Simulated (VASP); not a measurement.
# Li2CoCl4: structure and properties in VASP, part 2 of 5

What structure and properties does r2SCAN give Li2CoCl4, and how near are they to the measured ones? The start is a computed cell from the Materials Project.

VASP 6.6.1, plane waves and PAW; the level of theory is named at each step.

Still holding for the runs below: The cell holds one magnetic atom, so no antiferromagnetic order fits into it. Experiment finds antiferromagnetic order in this phase (below 6.8 K, arxiv:2307.06899), so this ferromagnetic run describes another state.

So far, gap on the k-mesh (eV): step 2 (relaxing cell and atoms (r2SCAN)) 0.883. The relaxed cell has a, b, c = 7.156, 10.381, 3.516 Å (conventional setting).

## 3. Second relaxation

Level of this step: r2SCAN, spin-polarised from a ferromagnetic start (one magnetic atom a cell); plane waves and PAW (Li_sv, Co, Cl) (VASP).

A relaxation keeps the plane waves of the cell it began with, so it is repeated from the new cell, on a basis made for it.

INCAR

```
SYSTEM = Li2CoCl4
PREC = Accurate
ENCUT = 650
EDIFF = 1E-06
NELM = 100
ISMEAR = 0
SIGMA = 0.05
LREAL = .FALSE.
ALGO = Normal
METAGGA = R2SCAN
LASPH = .TRUE.
NBANDS = 34
ISPIN = 2
MAGMOM = 0 0 2 0 0 0 0
LMAXMIX = 4
LORBIT = 11
LWAVE = .FALSE.
LCHARG = .FALSE.
KPAR = 4
IBRION = 2
NSW = 60
ISIF = 3
EDIFFG = -0.01
```

POSCAR

```
Li2CoCl4
1.0
    3.5778772720     -5.1907091362      0.0000000000
    3.5778772720      5.1907091362      0.0000000000
    0.0000000000      0.0000000000      3.5161483681
Li Co Cl
2 1 4
Direct
    0.5000000000      0.0000000000      0.5000000000
    0.0000000000      0.5000000000      0.5000000000
    0.0000000000      0.0000000000      0.0000000000
    0.7669242620      0.7669242620      0.5000000000
    0.7610210535      0.2389789465      0.0000000000
    0.2330757380      0.2330757380      0.5000000000
    0.2389789465      0.7610210535      0.0000000000
```

KPOINTS

```
Automatic mesh
0
Gamma
4 4 6
0 0 0
```

PAW data sets: Li_sv, Co and Cl (PBE family, release 64).

The run is started by

```console
> mpirun -np 4 vasp_std
```

Log:

```text
[banner, memory and clock lines left out]
running    4 mpi-ranks, on    1 nodes
 distrk:  each k-point on    1 cores,    4 groups
 distr:  one band on    1 cores,    1 groups

 POSCAR found type information on POSCAR LiCoCl
 POSCAR found :  3 types and       7 ions
 [... a notice as in an earlier step ...]

 LDA part: xc-table for (None), standard interpolation
 POSCAR, INCAR and KPOINTS ok, starting setup
 FFT: planning ... GRIDC
 FFT: planning ... GRID_SOFT
 FFT: planning ... GRID
 WAVECAR not read
 entering main loop
       N       E                     dE             d eps       ncg     rms          rms(c)
DAV:   1     0.375296155650E+03    0.37530E+03   -0.20598E+04  3808   0.146E+03
DAV:   2    -0.838058302287E+01   -0.38368E+03   -0.35563E+03  4192   0.339E+02
DAV:   3    -0.576740471262E+02   -0.49293E+02   -0.48577E+02  4750   0.124E+02
DAV:   4    -0.633863524003E+02   -0.57123E+01   -0.56731E+01  7032   0.299E+01
DAV:   5    -0.635945863895E+02   -0.20823E+00   -0.20803E+00  5294   0.562E+00    0.157E+01
DAV:   6    -0.543033962434E+02    0.92912E+01   -0.37772E+01  4994   0.570E+01    0.241E+01
DAV:   7    -0.529827804134E+02    0.13206E+01   -0.69465E+00  4760   0.496E+01    0.892E+00
DAV:   8    -0.531722213928E+02   -0.18944E+00   -0.16092E+00  5246   0.814E+00    0.447E+00
DAV:   9    -0.533606041079E+02   -0.18838E+00   -0.14036E+00  5618   0.775E+00    0.224E+00
DAV:  10    -0.533738320677E+02   -0.13228E-01   -0.11388E-01  5616   0.262E+00    0.122E+00
DAV:  11    -0.533685469367E+02    0.52851E-02   -0.17506E-02  5622   0.201E+00    0.474E-01
DAV:  12    -0.533710537166E+02   -0.25068E-02   -0.91085E-03  6064   0.101E+00    0.233E-01
DAV:  13    -0.533713888943E+02   -0.33518E-03   -0.13902E-03  5194   0.286E-01    0.161E-01
DAV:  14    -0.533712797809E+02    0.10911E-03   -0.46925E-04  5600   0.324E-01    0.640E-02
DAV:  15    -0.533712544942E+02    0.25287E-04   -0.20562E-04  6010   0.105E-01    0.359E-02
DAV:  16    -0.533712645394E+02   -0.10045E-04   -0.26355E-05  5544   0.453E-02    0.184E-02
DAV:  17    -0.533712663254E+02   -0.17860E-05   -0.71261E-06  4938   0.226E-02    0.616E-03
DAV:  18    -0.533712634742E+02    0.28512E-05   -0.12638E-06  3980   0.105E-02    0.348E-03
DAV:  19    -0.533712636404E+02   -0.16623E-06   -0.32565E-07  2672   0.558E-03
   1 F= -.53371264E+02 E0= -.53371264E+02  d E =-.533713E+02  mag=     3.0000
 curvature:   0.00 expect dE= 0.000E+00 dE for cont linesearch  0.000E+00
 trial: gam= 0.00000 g(F)=  0.703E-05 g(S)=  0.299E-04 ort = 0.000E+00 (trialstep = 0.100E+01)
 search vector abs. value=  0.369E-04
 reached required accuracy - stopping structural energy minimisation
```

The job ended after 3.8 min (4 MPI ranks of Intel Xeon 6975P-C (Granite Rapids), shared host; peak memory 2.1 GiB; 15 min of CPU time).

Parts of OUTCAR (step 3):

```text
  LATTYP: Found a base centered orthorhombic cell.
 ALAT       =     7.1557545440
 B/A-ratio  =     1.4507789792
 C/A-ratio  =     0.4913735297

The static configuration has the point symmetry D_2h.

 Found     28 irreducible k-points:

   ENCUT  =  650.0 eV  47.77 Ry    6.91 a.u.  13.11 13.11  7.31*2*pi/ulx,y,z

   NELECT =      43.0000    total number of electrons

 E-fermi :   2.3575

 spin component 1
 k-point     1 :       0.0000    0.0000    0.0000
  band No.  band energies     occupation
    ...
     19       0.4580      1.00000
     20       0.6089      1.00000
     21       0.7806      1.00000
     22       1.3151      1.00000
     23       1.5447      1.00000
     24       6.9659      0.00000
     25       8.3450      0.00000
     26       8.4584      0.00000
     27       8.8203      0.00000
     28       9.9698      0.00000
    ...

 k-point     2 :       0.2500    0.0000    0.0000
  band No.  band energies     occupation
    ...
     19       0.3819      1.00000
     20       0.5926      1.00000
     21       0.7320      1.00000
     22       1.3044      1.00000
     23       1.4359      1.00000
     24       7.4926      0.00000
     25       8.5440      0.00000
     26       9.0216      0.00000
     27       9.0683      0.00000
     28      10.3847      0.00000
    ...

 k-point     3 :       0.5000    0.0000    0.0000
  band No.  band energies     occupation
    ...
     19       0.3836      1.00000
     20       0.5382      1.00000
     21       0.6646      1.00000
     22       1.2995      1.00000
     23       1.3695      1.00000
     24       8.1669      0.00000
     25       8.6659      0.00000
     26       9.2178      0.00000
     27       9.6970      0.00000
     28      10.8192      0.00000
    ...

 k-point     4 :       0.2500    0.2500    0.0000
  band No.  band energies     occupation
    ...
     19       0.3666      1.00000
     20       0.6570      1.00000
     21       0.6854      1.00000
     22       1.2887      1.00000
     23       1.2933      1.00000
     24       8.0923      0.00000
     25       9.0679      0.00000
     26       9.3084      0.00000
     27       9.3870      0.00000
     28      10.5692      0.00000
    ...

  Total        0.0216477      0.0616847     -0.0077099      0.0000000      0.0000000      0.0000000
  in kB        0.2655666      0.7567257     -0.0945823      0.0000000      0.0000000      0.0000000
  external PRESSURE =       0.3092367 kB  Pullay stress =       0.0000000 kB

 POSITION                                       TOTAL-FORCE (eV/Angst)
 -----------------------------------------------------------------------------------
      1.78894     -2.59535      1.75807         0.000000      0.000000      0.000000
      1.78894      2.59535      1.75807         0.000000      0.000000      0.000000
      0.00000      0.00000      0.00000         0.000000      0.000000      0.000000
      5.48792      0.00000      1.75807         0.006312      0.000000      0.000000
      3.57788     -2.70977      0.00000         0.000000     -0.005742      0.000000
      1.66783      0.00000      1.75807        -0.006312      0.000000      0.000000
      3.57788      2.70977      0.00000         0.000000      0.005742     -0.000000
 -----------------------------------------------------------------------------------
    total drift:                               -0.000000     -0.000000      0.000000

  FREE ENERGIE OF THE ION-ELECTRON SYSTEM (eV)
  ---------------------------------------------------
  free  energy   TOTEN  =       -53.3712636404 eV

  energy  without entropy=      -53.3712636404  energy(sigma->0) =      -53.37126364

 total charge
# of ion       s       p       d       tot
------------------------------------------
    1        2.005   0.010   0.000   2.015
    2        2.005   0.010   0.000   2.015
    3        0.287   0.326   7.064   7.677
    4        1.605   3.577   0.000   5.183
    5        1.599   3.615   0.000   5.215
    6        1.605   3.577   0.000   5.183
    7        1.599   3.615   0.000   5.215
--------------------------------------------------
tot         10.706  14.732   7.064  32.502

[... 7 parts as in an earlier step ...]

[... 10 further parts left out ...]
```

Little changed from the start: no atom moved by 0.005 Å and no cell edge by 0.1 %.

This step gave:

| Property | Result |
| --- | --- |
| free energy (TOTEN) | -53.3713 eV |
| Fermi energy | 2.357 eV |
| pressure | 0.03092 GPa |
| SCF cycles over all ionic steps | 19 |
| gap on the k-mesh | 0.8838 eV |
| least direct gap on the k-mesh | 0.8838 eV |

It ends with a largest force of 0.006 eV/Å and a pressure of 0.03 GPa. The volume moved by under 0.01 %: the run met its threshold at the first step.

## 4. Density, ELF and potential (r2SCAN)

A single point on the relaxed cell gives a clean self-consistent state, with density, ELF and potential written out.

Changes to INCAR since step 3:

```diff
@@ -17,7 +17,5 @@
 LWAVE = .FALSE.
-LCHARG = .FALSE.
-KPAR = 4
-IBRION = 2
-NSW = 60
-ISIF = 3
-EDIFFG = -0.01
+LCHARG = .TRUE.
+ISIF = 2
+LELF = .TRUE.
+LVHAR = .TRUE.
```

POSCAR is that of step 3.

KPOINTS is that of step 3.

The run is started by

```console
> mpirun -np 4 vasp_std
```

Log:

```text
[banner, memory and clock lines left out]
running    4 mpi-ranks, on    1 nodes
 distrk:  each k-point on    4 cores,    1 groups
 distr:  one band on    1 cores,    4 groups

 POSCAR found type information on POSCAR LiCoCl
 POSCAR found :  3 types and       7 ions
 [... a notice as in an earlier step ...]

 LDA part: xc-table for (None), standard interpolation
|                                                                             |
|           W    W    AA    RRRRR   N    N  II  N    N   GGGG   !!!           |
|           W    W   A  A   R    R  NN   N  II  NN   N  G    G  !!!           |
|           W    W  A    A  R    R  N N  N  II  N N  N  G       !!!           |
|           W WW W  AAAAAA  RRRRR   N  N N  II  N  N N  G  GGG   !            |
|           WW  WW  A    A  R   R   N   NN  II  N   NN  G    G                |
|           W    W  A    A  R    R  N    N  II  N    N   GGGG   !!!           |
|                                                                             |
|     The number of bands has been changed from the values supplied in        |
|     The orbitals not found in the WAVECAR file will be initialized with     |
|     random numbers, which is usually adequate. For correlated               |
|     calculations, however, you should redo the groundstate calculation.     |
|     I found NBANDS = 34. Now, NBANDS = 36.                                  |
|                                                                             |

 POSCAR, INCAR and KPOINTS ok, starting setup
 FFT: planning ... GRIDC
 FFT: planning ... GRID_SOFT
 FFT: planning ... GRID
 WAVECAR not read
 entering main loop
       N       E                     dE             d eps       ncg     rms          rms(c)
DAV:   1     0.371592586724E+03    0.37159E+03   -0.20399E+04  4032   0.138E+03
DAV:   2    -0.858023048141E+01   -0.38017E+03   -0.35130E+03  4312   0.324E+02
DAV:   3    -0.578707861362E+02   -0.49291E+02   -0.48473E+02  5120   0.120E+02
DAV:   4    -0.634011068066E+02   -0.55303E+01   -0.54847E+01  7376   0.278E+01
DAV:   5    -0.635954572861E+02   -0.19435E+00   -0.19409E+00  5652   0.530E+00    0.157E+01
DAV:   6    -0.543106048759E+02    0.92849E+01   -0.35106E+01  5268   0.538E+01    0.242E+01
DAV:   7    -0.529888715019E+02    0.13217E+01   -0.67148E+00  5080   0.471E+01    0.889E+00
DAV:   8    -0.531693647077E+02   -0.18049E+00   -0.15354E+00  5548   0.774E+00    0.447E+00
DAV:   9    -0.533609831399E+02   -0.19162E+00   -0.13689E+00  5852   0.727E+00    0.224E+00
DAV:  10    -0.533739259650E+02   -0.12943E-01   -0.10803E-01  5896   0.247E+00    0.123E+00
DAV:  11    -0.533683947928E+02    0.55312E-02   -0.16363E-02  5920   0.197E+00    0.474E-01
DAV:  12    -0.533710417269E+02   -0.26469E-02   -0.85192E-03  6308   0.945E-01    0.235E-01
DAV:  13    -0.533713844353E+02   -0.34271E-03   -0.13411E-03  5656   0.280E-01    0.162E-01
DAV:  14    -0.533712826885E+02    0.10175E-03   -0.42781E-04  5844   0.312E-01    0.647E-02
DAV:  15    -0.533712551259E+02    0.27563E-04   -0.19503E-04  6324   0.100E-01    0.351E-02
DAV:  16    -0.533712645337E+02   -0.94078E-05   -0.24756E-05  5772   0.429E-02    0.184E-02
DAV:  17    -0.533712661409E+02   -0.16071E-05   -0.63300E-06  5012   0.209E-02    0.617E-03
DAV:  18    -0.533712636897E+02    0.24511E-05   -0.12199E-06  4212   0.918E-03    0.359E-03
DAV:  19    -0.533712638675E+02   -0.17778E-06   -0.30924E-07  2748   0.470E-03
   1 F= -.53371264E+02 E0= -.53371264E+02  d E =-.145885E-27  mag=     3.0000
```

Run time: 4.3 min. Hardware: 4 MPI ranks; peak memory 1.1 GiB; 17 min of CPU time.

OUTCAR, selected parts (step 4):

```text
The static configuration has the point symmetry D_2h.

 Found     28 irreducible k-points:

   k-points           NKPTS =     28   k-points in BZ     NKDIM =     28   number of bands    NBANDS=     36

   NELECT =      43.0000    total number of electrons

 E-fermi :   2.4048

 spin component 1
 k-point     1 :       0.0000    0.0000    0.0000
  band No.  band energies     occupation
    ...
     19       0.4580      1.00000
     20       0.6089      1.00000
     21       0.7806      1.00000
     22       1.3151      1.00000
     23       1.5447      1.00000
     24       6.9659      0.00000
     25       8.3449      0.00000
     26       8.4584      0.00000
     27       8.8203      0.00000
     28       9.9698      0.00000
    ...

 spin component 2
 k-point     1 :       0.0000    0.0000    0.0000
  band No.  band energies     occupation
    ...
     16       0.4505      1.00000
     17       0.4935      1.00000
     18       0.5608      1.00000
     19       1.8388      1.00000
     20       1.9135      1.00000
     21       2.9252      0.00000
     22       4.0001      0.00000
     23       5.6220      0.00000
     24       7.3906      0.00000
     25       8.4875      0.00000
    ...

 k-point     3 :       0.5000    0.0000    0.0000
  band No.  band energies     occupation
    ...
     16       0.0318      1.00000
     17       0.4177      1.00000
     18       0.4628      1.00000
     19       1.8253      1.00000
     20       1.9438      1.00000
     21       2.9792      0.00000
     22       3.9690      0.00000
     23       5.5268      0.00000
     24       8.7928      0.00000
     25       8.7968      0.00000
    ...

 k-point     5 :       0.5000    0.2500    0.0000
  band No.  band energies     occupation
    ...
     16      -0.0321      1.00000
     17       0.1672      1.00000
     18       0.4592      1.00000
     19       1.8204      1.00000
     20       1.9934      1.00000
     21       2.9505      0.00000
     22       3.9813      0.00000
     23       5.4080      0.00000
     24       8.8912      0.00000
     25       9.4140      0.00000
    ...

  Total        0.0225981      0.0625423     -0.0067327     -0.0000000      0.0000000      0.0000000
  in kB        0.2772254      0.7672470     -0.0825946     -0.0000000      0.0000000      0.0000000
  external PRESSURE =       0.3206260 kB  Pullay stress =       0.0000000 kB

 POSITION                                       TOTAL-FORCE (eV/Angst)
 -----------------------------------------------------------------------------------
      1.78894     -2.59535      1.75807         0.000000     -0.000000      0.000000
      1.78894      2.59535      1.75807         0.000000     -0.000000      0.000000
      0.00000      0.00000      0.00000         0.000000      0.000000      0.000000
      5.48792      0.00000      1.75807         0.006288      0.000000      0.000000
      3.57788     -2.70977      0.00000         0.000000     -0.005727      0.000000
      1.66783      0.00000      1.75807        -0.006288      0.000000      0.000000
      3.57788      2.70977      0.00000         0.000000      0.005727     -0.000000
 -----------------------------------------------------------------------------------
    total drift:                               -0.000000     -0.000000      0.000000

  FREE ENERGIE OF THE ION-ELECTRON SYSTEM (eV)
  ---------------------------------------------------
  free  energy   TOTEN  =       -53.3712638675 eV

  energy  without entropy=      -53.3712638675  energy(sigma->0) =      -53.37126387

[... 16 parts as in an earlier step ...]

[... 2 further parts left out ...]
```

With spin, VASP writes an ELF for each channel.

This step gave:

```
SCF cycles   : 19
bands        : 36
Fermi energy : 2.405 eV
pressure     : 0.03206 GPa
```

Valence electrons inside each PAW sphere by angular momentum. Sphere charges, by row:

```tsv
atom	s (e)	p (e)	d (e)	tot (e)
Li1	2.005	0.01	0	2.015
Li2	2.005	0.01	0	2.015
Co3	0.287	0.326	7.064	7.677
Cl4	1.605	3.577	0	5.183
Cl5	1.599	3.615	0	5.215
Cl6	1.605	3.577	0	5.183
Cl7	1.599	3.615	0	5.215
```

Spin density in the ab plane of the conventional cell at fractional z = 0.500, with atoms of Li and Cl within 0.2 Å of it.

Ten even steps from '0' (-0.008 e/Å³) to '9' (0.073 e/Å³), each cell a mean:
```
01483043111124207620
00232011111111003210
00110001111110001110
00000000001000000100
00000000000000000000
00000000000000000000
00000000000000000000
00000000000000000000
11000011000011000011
11100011100011100111
11121054100125202211
11254087200149305311
11242076200148304311
11110032100023201111
11100011100011000111
10000001000000000000
00000000000000000000
00000000000000000000
00000000000000000000
00000000000000000000
00110000111100001100
00111001111110001110
01252022111112105410
01493053111125408720
```
Columns run along a (7.2 Å), rows up along b (10.4 Å), edges of the conventional cell, whose origin can differ from the input's. Atoms in or near the plane, at fractional coordinates: Li at (0.25, 0.75), Li at (0.75, 0.25), Li at (0.25, 0.25), Li at (0.75, 0.75), Cl at (0.27, 0.50), Cl at (0.77, 0.00), Cl at (0.23, 0.00), Cl at (0.73, 0.50).

ELF of up spins in the ab plane of the conventional cell at fractional z = 0.500, with atoms of Li and Cl within 0.2 Å of it. It is the smooth field of the valence electrons, not physical close to the nuclei.

Ten even steps from '0' (0.01) to '9' (0.96), each cell a mean:
```
04886798610389867872
03788997400268998851
00367774100026787410
00012210000001121000
00002310000000231000
00019950000002995000
00017830000001784000
00000100000000010000
00024431000013443100
01478886300157888620
03799888610378889850
04897468721588468861
03898678720488679861
02689988510378899740
00267874100036777410
00011210000001221000
00002310000000231000
00029950000001995000
00017840000001783000
00000100000000010000
00134431000002443100
01578886200147888630
03788898500379988861
15884688610489746872
```
Columns run along a (7.2 Å), rows up along b (10.4 Å), edges of the conventional cell, whose origin can differ from the input's. Atoms in or near the plane, at fractional coordinates: Li at (0.25, 0.75), Li at (0.75, 0.25), Li at (0.25, 0.25), Li at (0.75, 0.75), Cl at (0.27, 0.50), Cl at (0.77, 0.00), Cl at (0.23, 0.00), Cl at (0.73, 0.50).

Valence density in the ab plane of the conventional cell at fractional z = 0.500, with atoms of Li and Cl within 0.2 Å of it. It is the smooth field of the valence electrons, not physical close to the nuclei.

Ten steps, logarithmic in the rise over the least value, from '_' (0.0 e/Å³) to '@' (6.8 e/Å³), each cell a mean:
```
..--++********==::____..--**********==::
..::==++****++--..______::==******==--..
__..::------::..________..::------::..__
______........______________......______
______..==++::____________..==++::______
....__--@@@@**..__....____--@@@@**..__..
______::##%%++..__....____--##%%++..____
________..::..______________..::..______
______..::::::..________....::::..______
____..--======--::..__..::======--::____
__..--++******++--....::==********==..__
__..--****==****==::::--++**++****++::__
__..--**********==::..--++********==::__
____::==******==--....::==++****++--..__
____..::------::..____..::------::..____
________......____________........______
______..==++::____________..==++::______
..____--@@@@**..__......__--@@@@**..__..
..____--##%%++..__________::##%%++..__..
________..::..______________..::..______
____....::::..____________..::::::..____
__..::======--::________..--======--::..
..::==********==..____..--++******++--..
::--++**++****++::____..--****==****==::
```
Columns run along a (7.2 Å), rows up along b (10.4 Å), edges of the conventional cell, whose origin can differ from the input's. Atoms in or near the plane, at fractional coordinates: Li at (0.25, 0.75), Li at (0.75, 0.25), Li at (0.25, 0.25), Li at (0.75, 0.75), Cl at (0.27, 0.50), Cl at (0.77, 0.00), Cl at (0.23, 0.00), Cl at (0.73, 0.50).

In this run the pressure is 0.03 GPa, small enough to go on.

(Continued in part 3 of 5.)

[Lines on the potential files, build, host, timing and source positions are cut from VASP's logs without a mark.]

[Logs are printed without paths, hosts, clocks, repeated set-up lines and the standing remarks that a program may print on its own settings, such as how far it seeks lower states.]

[Hosts, paths, dates, database ids (printed as entryN), source tags and the programs' standing remarks are cut or masked in the printed files.]

[A measured line is paired with the nearest computed mode of its activity, which favours agreement.]
